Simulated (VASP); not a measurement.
A convergence study with VASP on Pb (fcc): one setting is varied, all else stays as given below, so the limit is that of these other settings.

```yaml
crystal:
  lattice:
    - [0.00000, 2.47500, 2.47500]
    - [2.47500, 0.00000, 2.47500]
    - [2.47500, 2.47500, 0.00000]
  atoms:
    - { symbol: Pb, position: [0.00000, 0.00000, 0.00000] }
```

Computed with PBE GGA, VASP's PBE PAW potentials (set 64) (plane waves; VASP). The tightest run used: 550 eV cut-off, 22×22×22 Γ-centred mesh, first-order Methfessel-Paxton smearing of 0.10 eV, potentials Pb_d.

```json
[
 {"setting": "1×1×1 mesh", "E (eV/atom)": "7.6076", "pressure (GPa)": "47.85", "irreducible k-points": "1"},
 {"setting": "2×2×2 mesh", "E (eV/atom)": "-5.2296", "pressure (GPa)": "-6.55", "irreducible k-points": "3"},
 {"setting": "3×3×3 mesh", "E (eV/atom)": "-3.2603", "pressure (GPa)": "1.24", "irreducible k-points": "4"},
 {"setting": "4×4×4 mesh", "E (eV/atom)": "-3.3827", "pressure (GPa)": "1.78", "irreducible k-points": "8"},
 {"setting": "5×5×5 mesh", "E (eV/atom)": "-3.5141", "pressure (GPa)": "1.85", "irreducible k-points": "10"},
 {"setting": "6×6×6 mesh", "E (eV/atom)": "-3.4500", "pressure (GPa)": "3.14", "irreducible k-points": "16"},
 {"setting": "7×7×7 mesh", "E (eV/atom)": "-3.5611", "pressure (GPa)": "2.80", "irreducible k-points": "20"},
 {"setting": "8×8×8 mesh", "E (eV/atom)": "-3.5666", "pressure (GPa)": "2.58", "irreducible k-points": "29"},
 {"setting": "9×9×9 mesh", "E (eV/atom)": "-3.5684", "pressure (GPa)": "2.19", "irreducible k-points": "35"},
 {"setting": "10×10×10 mesh", "E (eV/atom)": "-3.5494", "pressure (GPa)": "2.06", "irreducible k-points": "47"},
 {"setting": "11×11×11 mesh", "E (eV/atom)": "-3.5556", "pressure (GPa)": "2.24", "irreducible k-points": "56"}
]
```

Problem. These are the cheaper rows. Estimate the results at 22×22×22 mesh, and how far the last row shown lies from them.

Solution. 
```
quantity        tightest run  last row shown is off by
--------------  ------------  ------------------------
E (eV/atom)          -3.5519                   -0.0037
pressure (GPa)          2.39                     -0.15
```

Left out are rungs that failed or repeat a setting and relaxations that didn't move; long series are thinned to 24 rows.

The compound is Pb in the fcc structure. The cell was not relaxed at this level.
